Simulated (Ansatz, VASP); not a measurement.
# Cross-check of CO2 between VASP and Ansatz, part 2 of 2

Aim: how closely do two programs agree when they are given the same cell, functional and k mesh? The cell is taken from a series of runs on this material, whose earlier steps may have relaxed, scaled, displaced or heated it; both programs get it as it stands.

VASP 6.6.1 and Ansatz 0.2.0.

So far: The starting structure; Ansatz: single point, HSE06.

## 3. VASP: single point, HSE06

Level of this step: HSE06; plane waves and PAW (C, O) (VASP).

The same cell, functional and mesh now go to VASP, with its own data sets.

Lines of VASP's logs that name or quote its potential files are left out, and so is its time.

The run reads the wave functions of an earlier VASP run, which isn't shown here.

Input file INCAR:

```
SYSTEM = CO2
PREC = Accurate
ENCUT = 520
EDIFF = 1E-06
NELM = 100
ISMEAR = 0
SIGMA = 0.01
LREAL = .FALSE.
ALGO = Normal
LHFCALC = .TRUE.
AEXX = 0.25
GGA = PE
HFSCREEN = 0.208
LASPH = .TRUE.
NBANDS = 44
PRECFOCK = Fast
LORBIT = 11
LWAVE = .FALSE.
LCHARG = .FALSE.
KPAR = 8
NCORE = 2
ISIF = 2
```

Input file POSCAR:

```
CO2
1.0
    5.4970732800      0.0000000000      0.0000000000
    0.0000000000      5.4970732800      0.0000000000
    0.0000000000      0.0000000000      5.4970732800
C O
4 8
Direct
    0.0000000000      0.0000000000      0.0000000000
    0.5000000000      0.0000000000      0.5000000000
    0.5000000000      0.5000000000      0.0000000000
    0.0000000000      0.5000000000      0.5000000000
    0.1225369800      0.1225369800      0.1225369800
    0.3774630200      0.8774630200      0.6225369800
    0.6225369800      0.3774630200      0.8774630200
    0.8774630200      0.6225369800      0.3774630200
    0.8774630200      0.8774630200      0.8774630200
    0.6225369800      0.1225369800      0.3774630200
    0.3774630200      0.6225369800      0.1225369800
    0.1225369800      0.3774630200      0.6225369800
```

Input file KPOINTS:

```
Automatic mesh
0
Gamma
4 4 4
0 0 0
```

The projector-augmented-wave data sets are C and O (PBE family, release 64).

Run with:

```console
> mpirun -np 16 vasp_std
```

Numbers of over 12 decimals in the logs are rounded to 6 here.

The log of the run:

```text
[banner, memory and clock lines left out]
running   16 mpi-ranks, on    1 nodes
 distrk:  each k-point on    2 cores,    8 groups
 distr:  one band on    2 cores,    1 groups

 POSCAR found type information on POSCAR C O
 POSCAR found :  2 types and      12 ions
 LDA part: xc-table for (Slater+PW92), standard interpolation
 found WAVECAR, reading the header
 POSCAR, INCAR and KPOINTS ok, starting setup
 FFT: planning ... GRIDC
 FFT: planning ... GRID_SOFT
 FFT: planning ... GRID
 reading WAVECAR
 the WAVECAR file was read successfully
 initial charge from wavefunction
 entering main loop
       N       E                     dE             d eps       ncg     rms          rms(c)
DAV:   1    -0.113651507447E+03   -0.11365E+03   -0.14212E+00  1072   0.953E+00    0.154E+00
DAV:   2    -0.113639165073E+03    0.12342E-01   -0.20561E-01  1116   0.248E+00    0.991E-01
DAV:   3    -0.113628996981E+03    0.10168E-01   -0.36576E-02  1108   0.106E+00    0.533E-01
DAV:   4    -0.113629485097E+03   -0.48812E-03   -0.62453E-03  1124   0.412E-01    0.306E-01
DAV:   5    -0.113628733088E+03    0.75201E-03   -0.11902E-03  1020   0.207E-01    0.148E-01
DAV:   6    -0.113628677124E+03    0.55963E-04   -0.29760E-04  1120   0.103E-01    0.833E-02
DAV:   7    -0.113628632028E+03    0.45097E-04   -0.12315E-05  1132   0.225E-02    0.494E-02
DAV:   8    -0.113628620725E+03    0.11302E-04   -0.11905E-05  1108   0.190E-02    0.292E-02
DAV:   9    -0.113628618265E+03    0.24604E-05   -0.18522E-06   500   0.916E-03    0.171E-02
DAV:  10    -0.113628617711E+03    0.55340E-06   -0.11995E-06   496   0.768E-03
   1 F= -.11362862E+03 E0= -.11362862E+03  d E =-.476040E-17
```

OUTCAR, selected parts (step 3):

```text
ion  position               nearest neighbor table
   1  0.000  0.000  0.000-   5 1.17   9 1.17
   2  0.500  0.000  0.500-   6 1.17  10 1.17
   3  0.500  0.500  0.000-   7 1.17  11 1.17
   4  0.000  0.500  0.500-   8 1.17  12 1.17
   5  0.123  0.123  0.123-   1 1.17
   6  0.377  0.877  0.623-   2 1.17
   7  0.623  0.377  0.877-   3 1.17
   8  0.877  0.623  0.377-   4 1.17
   9  0.877  0.877  0.877-   1 1.17
  10  0.623  0.123  0.377-   2 1.17
  11  0.377  0.623  0.123-   3 1.17
  12  0.123  0.377  0.623-   4 1.17

  LATTYP: Found a simple cubic cell.
 ALAT       =     5.4970732800

 Subroutine GETGRP returns: Found 24 space group operations
 (whereof  6 operations were pure point group operations)

The static configuration has the point symmetry S_6 .
 The point group associated with its full space group is T_h .

 Found     11 irreducible k-points:

   k-points           NKPTS =     11   k-points in BZ     NKDIM =     64   number of bands    NBANDS=     44

   dimension x,y,z NGX =    42 NGY =   42 NGZ =   42
   dimension x,y,z NGXF=    84 NGYF=   84 NGZF=   84

   ENCUT  =  520.0 eV  38.22 Ry    6.18 a.u.  10.22 10.22 10.22*2*pi/ulx,y,z

   NELECT =      64.0000    total number of electrons

 k-points in reciprocal lattice and weights: Automatic mesh
   0.00000000  0.00000000  0.00000000       0.016
   0.25000000  0.00000000  0.00000000       0.094
   0.50000000  0.00000000  0.00000000       0.047
   0.25000000  0.25000000  0.00000000       0.188
   0.50000000  0.25000000  0.00000000       0.094
  -0.25000000  0.50000000  0.00000000       0.094
   0.50000000  0.50000000  0.00000000       0.047
   0.25000000  0.25000000  0.25000000       0.125
   0.50000000  0.25000000  0.25000000       0.188
   0.50000000  0.50000000  0.25000000       0.094
   0.50000000  0.50000000  0.50000000       0.016

  exchange ACFDT corr.  =         0.00000000  see jH, gK, PRB 81, 115126

 average (electrostatic) potential at core
       1 -54.8262       2 -54.8262       3 -54.8262       4 -54.8262       5 -71.1042
       6 -71.1042       7 -71.1042       8 -71.1042       9 -71.1042      10 -71.1042
      11 -71.1042      12 -71.1042

 E-fermi :  -4.4493

 k-point     1 :       0.0000    0.0000    0.0000
  band No.  band energies     occupation
    ...
     28      -4.7459      2.00000
     29      -4.7459      2.00000
     30      -4.7459      2.00000
     31      -4.5052      2.00000
     32      -4.5052      2.00000
     33       4.0975      0.00000
     34       5.4610      0.00000
     35       5.4610      0.00000
     36       5.4610      0.00000
     37       5.8036      0.00000
    ...

 k-point     2 :       0.2500    0.0000    0.0000
  band No.  band energies     occupation
    ...
     28      -4.7885      2.00000
     29      -4.7845      2.00000
     30      -4.6931      2.00000
     31      -4.6294      2.00000
     32      -4.5260      2.00000
     33       4.5349      0.00000
     34       5.3836      0.00000
     35       5.5676      0.00000
     36       5.6100      0.00000
     37       5.6122      0.00000
    ...

 k-point     3 :       0.5000    0.0000    0.0000
  band No.  band energies     occupation
    ...
     28      -4.9465      2.00000
     29      -4.8704      2.00000
     30      -4.8704      2.00000
     31      -4.5938      2.00000
     32      -4.5938      2.00000
     33       5.3756      0.00000
     34       5.3756      0.00000
     35       5.6222      0.00000
     36       5.6222      0.00000
     37       5.9221      0.00000
    ...

  Total       -0.4364280     -0.4364280     -0.4364280     -0.0000000      0.0000000     -0.0000000
  in kB       -4.2094817     -4.2094817     -4.2094817     -0.0000000      0.0000000     -0.0000000
  external PRESSURE =      -4.2094817 kB  Pullay stress =       0.0000000 kB

  energy-cutoff  :      520.00
  volume of cell :      166.11
      direct lattice vectors                 reciprocal lattice vectors
     5.497073280  0.000000000  0.000000000     0.181914984  0.000000000  0.000000000
     0.000000000  5.497073280  0.000000000     0.000000000  0.181914984  0.000000000
     0.000000000  0.000000000  5.497073280     0.000000000  0.000000000  0.181914984

 POSITION                                       TOTAL-FORCE (eV/Angst)
 -----------------------------------------------------------------------------------
      0.00000      0.00000      0.00000         0.000000      0.000000      0.000000
      2.74854      0.00000      2.74854         0.000000      0.000000      0.000000
      2.74854      2.74854      0.00000         0.000000      0.000000      0.000000
      0.00000      2.74854      2.74854         0.000000      0.000000      0.000000
      0.67359      0.67359      0.67359        -0.355769     -0.355769     -0.355769
      2.07494      4.82348      3.42213         0.355769      0.355769     -0.355769
      3.42213      2.07494      4.82348        -0.355769      0.355769      0.355769
      4.82348      3.42213      2.07494         0.355769     -0.355769      0.355769
      4.82348      4.82348      4.82348         0.355769      0.355769      0.355769
      3.42213      0.67359      2.07494        -0.355769     -0.355769      0.355769
      2.07494      3.42213      0.67359         0.355769     -0.355769     -0.355769
      0.67359      2.07494      3.42213        -0.355769      0.355769     -0.355769
 -----------------------------------------------------------------------------------
    total drift:                               -0.000000     -0.000001      0.000000

  FREE ENERGIE OF THE ION-ELECTRON SYSTEM (eV)
  ---------------------------------------------------
  free  energy   TOTEN  =      -113.6286177113 eV

  energy  without entropy=     -113.6286177113  energy(sigma->0) =     -113.62861771

 total charge
# of ion       s       p       d       tot
------------------------------------------
    1        0.948   1.784   0.000   2.732
    2        0.948   1.784   0.000   2.732
    3        0.948   1.784   0.000   2.732
    4        0.948   1.784   0.000   2.732
    5        1.609   3.588   0.000   5.198
    6        1.609   3.588   0.000   5.198
    7        1.609   3.588   0.000   5.198
    8        1.609   3.588   0.000   5.198
    9        1.609   3.588   0.000   5.198
   10        1.609   3.588   0.000   5.198
   11        1.609   3.588   0.000   5.198
   12        1.609   3.588   0.000   5.198
--------------------------------------------------
tot         16.666  35.842   0.000  52.508

[... 3 further parts left out ...]
```

The run ends at a pressure of -0.42 GPa, with forces up to 0.62 eV/Å.

## 4. Comparison

Known differences besides the potentials themselves: exact exchange at q = 0 is treated differently, which shows on coarse meshes; VASP keeps PBE cores, Ansatz makes them for the functional; fixed occupations in Ansatz, narrow Gaussian smearing in VASP; the cutoff is 420 eV in Ansatz and 520 eV in VASP; VASP takes a coarser grid for exact exchange (PRECFOCK = Fast). Total energies have different zeros and are not compared.

Both answers:

```csv
quantity,Ansatz,VASP,difference
gap on the k mesh (eV),8.624,8.603,+0.022
```

A gap on the mesh is an upper bound, since the band edges may lie between its points.

## 5. Summary of results

```
difference in gap on the k mesh (single point, HSE06) : 0.022 eV
```

In words: The difference in gap on the k mesh is 0.022 eV (single point, HSE06), within the 0.08 eV picked in this series as the mark of a large difference. Such differences can come from data sets, numerical settings and the points named under the comparisons, not from the functional's error against experiment.

[Lines on the potential files, build, host, timing and source positions are cut from VASP's logs without a mark.]

[Logs are printed without paths, hosts, clocks, repeated set-up lines and the standing remarks that a program may print on its own settings, such as how far it seeks lower states.]

[Hosts, paths, dates, database ids (printed as entryN), source tags and the programs' standing remarks are cut or masked in the printed files.]
